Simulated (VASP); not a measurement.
Data:

```xyz
1
Lattice="-2.6891 2.6891 2.6891 2.6891 -2.6891 2.6891 2.6891 2.6891 -2.6891" Properties=species:S:1:pos:R:3 pbc="T T T"
Rb     0.0000     0.0000     0.0000
```

The numbers are results of LDA (Ceperley-Alder, Perdew-Zunger), VASP's LDA PAW potentials (set 64) (plane waves; VASP 6.6.1), not measurements. Numerical set-up: 500 eV cut-off, 10×10×10 Γ-centred mesh, first-order Methfessel-Paxton smearing of 0.10 eV, potentials Rb_sv.

### Question
What does the run give for the energy per atom (σ→0), band gap (on the k-mesh) with the smallest direct gap where there is one?

### Answer

```json
{
 "band gap (on the k-mesh)": "none (metal, semimetal or under 0.01 eV)",
 "energy per atom (σ→0)": "-1.055 eV/atom"
}
```

The absolute energy has meaning only against runs of the same code, potentials and settings.

The compound is Rb in the bcc structure. It was relaxed first, which changed the volume by -14 %.
